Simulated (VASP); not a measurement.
All values below come from rev-vdW-DF2, VASP's PBE PAW potentials (set 64) (plane waves; VASP).

VASP input:

INCAR:
```
! general
SYSTEM    =  SiO2
PREC      =  Accurate
ENCUT     =  520
LREAL     =  .FALSE.   ! projection in real space or not
LASPH     =  .TRUE.   ! aspherical one-centre terms
ICHARG    =  11

! electronic loop
EDIFF     =  1E-7
NELM      =  100
ALGO      =  Normal   ! blocked Davidson

! smearing
ISMEAR    =  0   ! Gaussian
SIGMA     =  0.05   ! width (eV)

! functional
GGA       =  MK
LUSE_VDW  =  .TRUE.
AGGAC     =  0.0
PARAM1    =  0.1234568
PARAM2    =  0.7114
ZAB_VDW   =  -1.8867

! output
LWAVE     =  .FALSE.
LCHARG    =  .FALSE.
LORBIT    =  11   ! lm-projected
```

POSCAR:
```
SiO2
1
    4.2053651625    -0.0000000000     0.0000000000
    0.0000000000     4.2053651625     0.0000000000
    0.0000000000     0.0000000000     2.6958526020
Si O
2 4
Direct
  0.0000000000   0.0000000000   0.0000000000
  0.5000000000   0.5000000000   0.5000000000
  0.3060123604   0.3060123604   1.0000000000
  0.8060123604   0.1939876396   0.5000000000
  0.1939876396   0.8060123604   0.5000000000
  0.6939876396   0.6939876396   0.0000000000
```

KPOINTS:
```
k-points along high-symmetry lines
10
Line-mode
Reciprocal
  0.000000   0.000000   0.000000 ! GAMMA
  0.000000   0.500000   0.000000 ! X

  0.000000   0.500000   0.000000 ! X
  0.500000   0.500000   0.000000 ! M

  0.500000   0.500000   0.000000 ! M
  0.000000   0.000000   0.000000 ! GAMMA

  0.000000   0.000000   0.000000 ! GAMMA
  0.000000   0.000000   0.500000 ! Z

  0.000000   0.000000   0.500000 ! Z
  0.000000   0.500000   0.500000 ! R

  0.000000   0.500000   0.500000 ! R
  0.500000   0.500000   0.500000 ! A

  0.500000   0.500000   0.500000 ! A
  0.000000   0.000000   0.500000 ! Z

  0.000000   0.500000   0.000000 ! X
  0.000000   0.500000   0.500000 ! R

  0.500000   0.500000   0.000000 ! M
  0.500000   0.500000   0.500000 ! A
```

POTCAR, in this order: Si O (PBE.64 set). Program: vasp_std. Read from the step before: CHGCAR.

What VASP printed:

### OSZICAR
```
       N       E                     dE             d eps       ncg     rms          rms(c)
DAV:   1     0.167297045586E+03    0.16730E+03   -0.17821E+04  3616   0.153E+03
DAV:   2    -0.318820674875E+02   -0.19918E+03   -0.19044E+03  4928   0.312E+02
DAV:   3    -0.388766632144E+02   -0.69946E+01   -0.69586E+01  4316   0.617E+01
DAV:   4    -0.389418839796E+02   -0.65221E-01   -0.65096E-01  4276   0.662E+00
DAV:   5    -0.389427949867E+02   -0.91101E-03   -0.91086E-03  4128   0.724E-01
DAV:   6    -0.389428183246E+02   -0.23338E-04   -0.23336E-04  4296   0.975E-02
DAV:   7    -0.389428191088E+02   -0.78420E-06   -0.78417E-06  4128   0.153E-02
DAV:   8    -0.389428191334E+02   -0.24523E-07   -0.24568E-07  3272   0.238E-03
   1 F= -.38942819E+02 E0= -.38942819E+02  d E =-.921556E-19
```

File OUTCAR:
```
 val. band max:        7.8120589979   @ k =   0.0000   0.0000   0.0000

 cond. band min:      13.0943907183   @ k =   0.0000   0.0000   0.0000



 k-point     1 :       0.0000    0.0000    0.0000
  band No.  band energies     occupation
      1     -14.4331      2.00000
      2     -10.8930      2.00000
      3     -10.8930      2.00000
      4     -10.6507      2.00000
      5      -2.8783      2.00000
      6       1.5312      2.00000
      7       1.5312      2.00000
      8       1.7224      2.00000
      9       2.4689      2.00000
     10       2.8408      2.00000
     11       4.7249      2.00000
     12       4.7249      2.00000
     13       5.3034      2.00000
     14       6.9472      2.00000
     15       6.9472      2.00000
     16       7.8121      2.00000
     17      13.0944      0.00000
     18      14.3944      0.00000
     19      16.1093      0.00000
     20      16.1093      0.00000

 k-point     2 :       0.0000    0.0556    0.0000
  band No.  band energies     occupation
      1     -14.4171      2.00000
      2     -11.0274      2.00000
      3     -10.8848      2.00000
      4     -10.5509      2.00000
      5      -2.8555      2.00000
      6       1.4170      2.00000
      7       1.5114      2.00000
      8       1.8065      2.00000
      9       2.4811      2.00000
     10       2.9365      2.00000
     11       4.6899      2.00000
     12       4.7318      2.00000
     13       5.3140      2.00000
     14       6.8766      2.00000
     15       6.9419      2.00000
     16       7.7881      2.00000
     17      13.1489      0.00000
     18      14.4211      0.00000
     19      16.1116      0.00000
     20      16.1188      0.00000

 k-point     3 :       0.0000    0.1111    0.0000
  band No.  band energies     occupation
      1     -14.3695      2.00000
      2     -11.2633      2.00000
      3     -10.8607      2.00000
      4     -10.4173      2.00000
      5      -2.7879      2.00000
      6       1.1440      2.00000
...
```

The density is held fixed in this step, so its total energy and stress have no physical meaning.

The compound is SiO2 in the rutile structure, stishovite, a high-pressure form. It was relaxed first.
